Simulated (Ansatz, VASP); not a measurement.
# Cross-check of Si3N4 (Si3N4 (P6_3/m)) between VASP and Ansatz

Wanted: the spread between two codes on one cell, functional and k mesh. Of the first pair: The structure shown is the start of the Ansatz relaxation below; VASP solves that cell, so the two are compared at the walk's first step.

Calculated with Ansatz 0.2.0; plane waves, with VASP 6.6.1 beside it; single point at PBEsol.

**1. Set-up**

The cell holds 42 atoms: 18 Si and 24 N. Its edges and angles: a = 7.624 Å, b = 7.624 Å, c = 8.731 Å, α = 90.0°, β = 90.0°, γ = 120.0°.

Coordinates:

```
Si N
1.0
     7.62446    0.00000    0.00000
    -3.81223    6.60297    0.00000
     0.00000    0.00000    8.73077
Si N
18 24
Cartesian
  -1.3768 5.4544 2.1827
  2.2124 1.5348 0.7276
  4.0352 3.9196 0.7276
  -0.2230 2.6834 2.1827
  1.5999 5.0681 2.1827
  5.1891 1.1485 0.7276
  -1.3768 5.4544 5.0929
  2.2124 1.5348 3.6378
  4.0352 3.9196 3.6378
  -0.2230 2.6834 5.0929
  1.5999 5.0681 5.0929
  5.1891 1.1485 3.6378
  -1.3768 5.4544 8.0032
  2.2124 1.5348 6.5481
  4.0352 3.9196 6.5481
  -0.2230 2.6834 8.0032
  1.5999 5.0681 8.0032
  5.1891 1.1485 6.5481
  0.0000 4.4020 2.1827
  3.8122 2.2010 0.7276
  4.8445 4.4239 2.1827
  -1.4090 6.4074 0.7276
  2.4413 4.6195 0.7276
  1.3710 1.9835 2.1827
  -1.0323 2.1790 0.7276
  5.2212 0.1956 2.1827
  0.0000 4.4020 5.0929
  3.8122 2.2010 3.6378
  4.8445 4.4239 5.0929
  -1.4090 6.4074 3.6378
  2.4413 4.6195 3.6378
  1.3710 1.9835 5.0929
  -1.0323 2.1790 3.6378
  5.2212 0.1956 5.0929
  0.0000 4.4020 8.0032
  3.8122 2.2010 6.5481
  4.8445 4.4239 8.0032
  -1.4090 6.4074 6.5481
  2.4413 4.6195 6.5481
  1.3710 1.9835 8.0032
  -1.0323 2.1790 6.5481
  5.2212 0.1956 8.0032
```

**2. Ansatz: relaxation, PBEsol**

Ansatz runs on its PAW soft_1 files.

The two programs are compared at the cell with which this relaxation starts, whose forces are those of its first step.

File input.yaml:

```yaml
crystal:
  lattice:
    - [7.6244572548, 0.0, 0.0]
    - [-3.8122286274, 6.6029736727, 0.0]
    - [0.0, 0.0, 8.7307673276]
  atoms:
    - { symbol: Si, position: [0.2324454814, 0.8260559098, 0.25] }
    - { symbol: Si, position: [0.4063895716, 0.2324454814, 0.0833333333] }
    - { symbol: Si, position: [0.8260559098, 0.5936104284, 0.0833333333] }
    - { symbol: Si, position: [0.1739440902, 0.4063895716, 0.25] }
    - { symbol: Si, position: [0.5936104284, 0.7675545186, 0.25] }
    - { symbol: Si, position: [0.7675545186, 0.1739440902, 0.0833333333] }
    - { symbol: "N", position: [0.3333333333, 0.6666666667, 0.25] }
    - { symbol: "N", position: [0.6666666667, 0.3333333333, 0.0833333333] }
    - { symbol: "N", position: [0.9703841152, 0.6699911715, 0.25] }
    - { symbol: "N", position: [0.3003929436, 0.9703841152, 0.0833333333] }
    - { symbol: "N", position: [0.6699911715, 0.6996070564, 0.0833333333] }
    - { symbol: "N", position: [0.3300088285, 0.3003929436, 0.25] }
    - { symbol: "N", position: [0.0296158848, 0.3300088285, 0.0833333333] }
    - { symbol: "N", position: [0.6996070564, 0.0296158848, 0.25] }
    - { symbol: Si, position: [0.2324454814, 0.8260559098, 0.5833333333] }
    - { symbol: Si, position: [0.4063895716, 0.2324454814, 0.4166666667] }
    - { symbol: Si, position: [0.8260559098, 0.5936104284, 0.4166666667] }
    - { symbol: Si, position: [0.1739440902, 0.4063895716, 0.5833333333] }
    - { symbol: Si, position: [0.5936104284, 0.7675545186, 0.5833333333] }
    - { symbol: Si, position: [0.7675545186, 0.1739440902, 0.4166666667] }
    - { symbol: "N", position: [0.3333333333, 0.6666666667, 0.5833333333] }
    - { symbol: "N", position: [0.6666666667, 0.3333333333, 0.4166666667] }
    - { symbol: "N", position: [0.9703841152, 0.6699911715, 0.5833333333] }
    - { symbol: "N", position: [0.3003929436, 0.9703841152, 0.4166666667] }
    - { symbol: "N", position: [0.6699911715, 0.6996070564, 0.4166666667] }
    - { symbol: "N", position: [0.3300088285, 0.3003929436, 0.5833333333] }
    - { symbol: "N", position: [0.0296158848, 0.3300088285, 0.4166666667] }
    - { symbol: "N", position: [0.6996070564, 0.0296158848, 0.5833333333] }
    - { symbol: Si, position: [0.2324454814, 0.8260559098, 0.9166666667] }
    - { symbol: Si, position: [0.4063895716, 0.2324454814, 0.75] }
    - { symbol: Si, position: [0.8260559098, 0.5936104284, 0.75] }
    - { symbol: Si, position: [0.1739440902, 0.4063895716, 0.9166666667] }
    - { symbol: Si, position: [0.5936104284, 0.7675545186, 0.9166666667] }
    - { symbol: Si, position: [0.7675545186, 0.1739440902, 0.75] }
    - { symbol: "N", position: [0.3333333333, 0.6666666667, 0.9166666667] }
    - { symbol: "N", position: [0.6666666667, 0.3333333333, 0.75] }
    - { symbol: "N", position: [0.9703841152, 0.6699911715, 0.9166666667] }
    - { symbol: "N", position: [0.3003929436, 0.9703841152, 0.75] }
    - { symbol: "N", position: [0.6699911715, 0.6996070564, 0.75] }
    - { symbol: "N", position: [0.3300088285, 0.3003929436, 0.9166666667] }
    - { symbol: "N", position: [0.0296158848, 0.3300088285, 0.75] }
    - { symbol: "N", position: [0.6996070564, 0.0296158848, 0.9166666667] }
basis:
  ecutwfc: 420
  xc_grid: 2
hamiltonian:
  xc: pbesol
  pseudopotentials: { kind: paw, azcp: { folder: soft_1 }, xc_functional: pbe }
kpoints:
  mp_grid: { grid: [1, 1, 1] }
scf:
  occupations: { method: fermi_dirac, width: 0.01 }
  max_iter: 100
  lower_state_search: "off"
output:
  forces: true
relax:
  f_tol: 0.015
  max_steps: 60
  escape_saddle: false
checkpoint:
  write: "../pristine.symmetric.run"
  compress: false
  write_wavefunctions: false
  write_every: 100000
```

The run is started by

```sh
ansatz run input.yaml --threads 8 --pin off --max-ram 18841MiB --backend cpu --events-out ev --progress --plain --runs-dir out
```

Numbers of over 12 decimals in the logs are rounded to 6 here.

The log of the run:

```text
Engine: ansatz 0.2.0, aarch64-unknown-linux-gnu
Pseudopotentials: kind: paw
Pseudopotential: Si, paw, valence charge 4, recommended cutoff 420 eV (normal), soft_1/Si.paw.azcp
Pseudopotential: N, paw, valence charge 5, recommended cutoff 420 eV (normal), soft_1/N.paw.azcp
Functional definition: PBEsol
  exchange = pbesol_x
  correlation = pbesol_c
Crystal: 42 atoms, lattice volume = 439.543 Å³
Basis set: ecut = 420 eV, 8663 PW (Γ), exchange–correlation on 108×108×120 points (8 copies of the dense FFT grid, shifted against one another)
Bands: 138, of which v1, the nominal top of the filled ones, is band 96 counted from 1 (95 counted from 0)
Symmetry: 36 space group operations
Space group: P63/m (ITA 176), of the structure as read, at distance tolerance 7.6e-5 Å
k-points: 1
Non-local potential: Si, projectors of the file, l = 0: 2, l = 1: 2, l = 2: 1
Non-local potential: N, projectors of the file, l = 0: 2, l = 1: 2, l = 2: 1
PAW form: soft (Blöchl's): semilocal exchange-correlation on the pseudo side does not see the compensation charge
PAW frozen core: Si, regenerated for the run's functional, and the local potential with it (the file was generated under x = pbe(κ = 0.804, μ = 0.219515), c = pbe(β = 0.066725))
PAW frozen core: N, regenerated for the run's functional, and the local potential with it (the file was generated under x = pbe(κ = 0.804, μ = 0.219515), c = pbe(β = 0.066725))
PAW one-centre angular grid: Si, 110 points (default); XC on 64 Gauss nodes
PAW one-centre angular grid: N, 110 points (default); XC on 64 Gauss nodes
Initial density: superposition of atomic densities (chi_scale 0.1, normalization cell, long waves kept (reshape's long-wave potential 0.02 eV rms))
Initial wavefunctions: pseudopotential atomic-orbital guess
Functional: x = pbesol(κ = 0.804, μ = 0.123457), c = pbesol(β = 0.046)
SCF iter   1: F=—  HF=-20352.351388 eV  |F-HF|=—  |Δ(HF+E_count)|=         —  Δρ=1.49e-1  dr2=1.02e2  ethr=3.10e-3  ⟨swp⟩=6.0  Hψ=620  notcnv=0  defer=12
preconditioner: auto → Resta (q_TF=auto, 2.377 Å⁻¹)  ε∞=3.5  [insulator: Δε(μ)=6.073 eV  Ē_g=15.387 eV  σ=0.010 eV  W_gap=1.00  n_scr=96 (ndim 8)  ℏωp=24.5 eV  f_vac=0.011  D(μ)=0.00/eV (n_scr^D=0)  ε∞_Penn≈3.5]
SCF iter   2: F=—  HF=-20321.132780 eV  |F-HF|=—  |Δ(HF+E_count)|=    3.12e1  Δρ=4.90e-2  dr2=6.09e0  ethr=3.10e-3  ⟨swp⟩=3.0  Hψ=343  notcnv=0  defer=34
SCF iter   3: F=—  HF=-20320.009356 eV  |F-HF|=—  |Δ(HF+E_count)|=    1.12e0  Δρ=2.39e-2  dr2=1.39e0  ethr=3.10e-3  ⟨swp⟩=1.0  Hψ=159  notcnv=0  defer=34
SCF iter   4: F=—  HF=-20319.808513 eV  |F-HF|=—  |Δ(HF+E_count)|=   2.01e-1  Δρ=1.98e-3  dr2=2.25e-2  ethr=7.26e-4  ⟨swp⟩=2.0  Hψ=112  notcnv=0  defer=34
SCF iter   5: F=—  HF=-20319.824867 eV  |F-HF|=—  |Δ(HF+E_count)|=   1.64e-2  Δρ=1.22e-3  dr2=6.96e-3  ethr=1.17e-5  ⟨swp⟩=3.0  Hψ=215  notcnv=0  defer=34
SCF iter   6: F=—  HF=-20319.824916 eV  |F-HF|=—  |Δ(HF+E_count)|=   4.98e-5  Δρ=4.08e-4  dr2=8.75e-4  ethr=3.62e-6  ⟨swp⟩=3.0  Hψ=204  notcnv=0  defer=34
SCF iter   7: F=—  HF=-20319.825285 eV  |F-HF|=—  |Δ(HF+E_count)|=   3.68e-4  Δρ=8.96e-5  dr2=5.89e-5  ethr=4.56e-7  ⟨swp⟩=2.0  Hψ=217  notcnv=0  defer=34
SCF iter   8: F=—  HF=-20319.825412 eV  |F-HF|=—  |Δ(HF+E_count)|=   1.27e-4  Δρ=2.00e-5  dr2=2.04e-6  ethr=2.93e-9  ⟨swp⟩=5.0  Hψ=490  notcnv=0
SCF iter   9: F=-20319.825417 eV  HF=-20319.825417 eV  |F-HF|=8.95e-8  |Δ(HF+E_count)|=   5.64e-6  Δρ=3.15e-6  dr2=4.92e-8  ethr=1.06e-9  ⟨swp⟩=2.0  Hψ=387  notcnv=0
SCF 1 converged in 9 iterations: F = -20319.825417 eV  dr2 = 4.92e-8
  greatest PAW one-centre occupation: 0.789 electrons in one spin orbital (limit 2), on the N atom at site 34 (counted from 0), in its partial waves of l = 0
relax step   1: F+E_penalty+E_count = -20319.82541728 eV  Δ(F+E_penalty+E_count) = +0.000e0 eV  max|allowed force component| = 1.158e-1 eV/Å  Δτ_max = 0.0000 Å  (9 SCF iters, dr2 threshold 5.63e-6 eV, accepted)
[...]
relax step   2: F+E_penalty+E_count = -20319.84859090 eV  Δ(F+E_penalty+E_count) = -2.317e-2 eV  max|allowed force component| = 5.994e-2 eV/Å  Δτ_max = 0.0121 Å  (5 SCF iters, dr2 threshold 8.39e-7 eV, accepted)
[...]
relax step   3: F+E_penalty+E_count = -20319.85441366 eV  Δ(F+E_penalty+E_count) = -5.823e-3 eV  max|allowed force component| = 1.033e-2 eV/Å  Δτ_max = 0.0092 Å  (7 SCF iters, accepted)
SCF converged after 7 iterations
Free energy (F): -20319.854414 eV
Harris-Foulkes:  -20319.854414 eV  (|F-HF|=1.77e-8)
Internal energy: -20319.854414 eV  (E = F + TS)
E sigma→0 (E₀):  -20319.854414 eV
Fermi energy:    10.152788 eV
--- Per-component energies (eV) ---
  E_band       = 166.684359
  E_kinetic    = 3991.512710
  E_local      = -6078.914110  (includes V_loc(G=0)·N_el)
  E_nonlocal   = 1221.379796
  E_hartree    = 2138.539237
  E_xc         = -2457.862422
  E_vxc        = -2710.450640  (∫ρ·V_xc dr)
  E_paw        = -11932.899434  (= ΣΔE_a)
  E_vpaw       = -533.939797  (= ΣTr[D̂ρ^β])
  E_aug_tail   = 0.021651  (compensation charges beyond the density's cutoff)
  E_ewald      = -7202.874305
  E_core_change = 1.242464  (= ΣΔE_core)
  E_smearing   = -0.000000  (= −TS)
  E_closure    = 0.000000  (closes the sum)
  Σ components = -20319.854414   (vs F -20319.854414, Δ=0.00e0)
--- Forces (eV/Å), atoms counted from 1 ---
  atom   1  Si     0.00212519    -0.01032689     0.00000000
  atom   2  Si     0.01000594    -0.00332297    -0.00000000
  atom   3  Si    -0.00788075    -0.00700391     0.00000000
  atom   4  Si     0.00788075     0.00700391    -0.00000000
  atom   5  Si    -0.01000594     0.00332297     0.00000000
  atom   6  Si    -0.00212519     0.01032689     0.00000000
  atom   7  N      0.00000000     0.00000000     0.00000000
  atom   8  N     -0.00000000    -0.00000000     0.00000000
  atom   9  N      0.00587180     0.00175647     0.00000000
  atom  10  N      0.00141476     0.00596337     0.00000000
  atom  11  N      0.00445705    -0.00420690     0.00000000
  atom  12  N     -0.00445705     0.00420690     0.00000000
  atom  13  N     -0.00587180    -0.00175647     0.00000000
  atom  14  N     -0.00141476    -0.00596337     0.00000000
  atom  15  Si     0.00212519    -0.01032689     0.00000000
  atom  16  Si     0.01000594    -0.00332297     0.00000000
  atom  17  Si    -0.00788075    -0.00700391     0.00000000
  atom  18  Si     0.00788075     0.00700391    -0.00000000
  atom  19  Si    -0.01000594     0.00332297     0.00000000
  atom  20  Si    -0.00212519     0.01032689    -0.00000000
  atom  21  N     -0.00000000     0.00000000     0.00000000
  atom  22  N     -0.00000000    -0.00000000    -0.00000000
  atom  23  N      0.00587180     0.00175647    -0.00000000
  atom  24  N      0.00141476     0.00596337     0.00000000
[...]
atom  35  N     -0.00000000     0.00000000     0.00000000
  atom  36  N      0.00000000    -0.00000000     0.00000000
  atom  37  N      0.00587180     0.00175647     0.00000000
  atom  38  N      0.00141476     0.00596337     0.00000000
  atom  39  N      0.00445705    -0.00420690     0.00000000
  atom  40  N     -0.00445705     0.00420690     0.00000000
  atom  41  N     -0.00587180    -0.00175647     0.00000000
  atom  42  N     -0.00141476    -0.00596337     0.00000000
  max |Σ_I F_I| component: 1.13e-17 eV/Å
--- Relaxed structure (3 steps of the walk, 3 accepted, 0 SCFs on fresh bases) ---
  F+E_penalty+E_count = -20319.85441366 eV   max|allowed force component| = 1.033e-2 eV/Å
  atoms:
    - { symbol: Si, position: [0.229475, 0.823800, 0.250000] }
    - { symbol: Si, position: [0.405675, 0.229475, 0.083333] }
    - { symbol: Si, position: [0.823800, 0.594325, 0.083333] }
    - { symbol: Si, position: [0.176200, 0.405675, 0.250000] }
    - { symbol: Si, position: [0.594325, 0.770525, 0.250000] }
    - { symbol: Si, position: [0.770525, 0.176200, 0.083333] }
    - { symbol: N, position: [0.333333, 0.666667, 0.250000] }
    - { symbol: N, position: [0.666667, 0.333333, 0.083333] }
    - { symbol: N, position: [0.967498, 0.669780, 0.250000] }
    - { symbol: N, position: [0.297718, 0.967498, 0.083333] }
    - { symbol: N, position: [0.669780, 0.702282, 0.083333] }
    - { symbol: N, position: [0.330220, 0.297718, 0.250000] }
    - { symbol: N, position: [0.032502, 0.330220, 0.083333] }
    - { symbol: N, position: [0.702282, 0.032502, 0.250000] }
    - { symbol: Si, position: [0.229475, 0.823800, 0.583333] }
    - { symbol: Si, position: [0.405675, 0.229475, 0.416667] }
    - { symbol: Si, position: [0.823800, 0.594325, 0.416667] }
    - { symbol: Si, position: [0.176200, 0.405675, 0.583333] }
    - { symbol: Si, position: [0.594325, 0.770525, 0.583333] }
    - { symbol: Si, position: [0.770525, 0.176200, 0.416667] }
    - { symbol: N, position: [0.333333, 0.666667, 0.583333] }
    - { symbol: N, position: [0.666667, 0.333333, 0.416667] }
    - { symbol: N, position: [0.967498, 0.669780, 0.583333] }
    - { symbol: N, position: [0.297718, 0.967498, 0.416667] }
    - { symbol: N, position: [0.669780, 0.702282, 0.416667] }
    - { symbol: N, position: [0.330220, 0.297718, 0.583333] }
    - { symbol: N, position: [0.032502, 0.330220, 0.416667] }
    - { symbol: N, position: [0.702282, 0.032502, 0.583333] }
    - { symbol: Si, position: [0.229475, 0.823800, 0.916667] }
    - { symbol: Si, position: [0.405675, 0.229475, 0.75] }
    - { symbol: Si, position: [0.823800, 0.594325, 0.75] }
    - { symbol: Si, position: [0.176200, 0.405675, 0.916667] }
    - { symbol: Si, position: [0.594325, 0.770525, 0.916667] }
    - { symbol: Si, position: [0.770525, 0.176200, 0.75] }
    - { symbol: N, position: [0.333333, 0.666667, 0.916667] }
    - { symbol: N, position: [0.666667, 0.333333, 0.75] }
    - { symbol: N, position: [0.967498, 0.669780, 0.916667] }
    - { symbol: N, position: [0.297718, 0.967498, 0.75] }
    - { symbol: N, position: [0.669780, 0.702282, 0.75] }
    - { symbol: N, position: [0.330220, 0.297718, 0.916667] }
    - { symbol: N, position: [0.032502, 0.330220, 0.75] }
    - { symbol: N, position: [0.702282, 0.032502, 0.916667] }
```

In the SCF lines HF is the Harris–Foulkes energy and dr2 the Hartree energy of the density residual, in eV; the loop may stop once dr2 is under the threshold and the program's other checks hold. Hψ counts applications of the Hamiltonian.

(Part 1 of 3 ends here.)

[Lines on the potential files, build, host, timing and source positions are cut from VASP's logs without a mark.]

[Logs are printed without paths, hosts, clocks, repeated set-up lines and the standing remarks that a program may print on its own settings, such as how far it seeks lower states.]

[Hosts, paths, dates, database ids (printed as entryN), source tags and the programs' standing remarks are cut or masked in the printed files.]
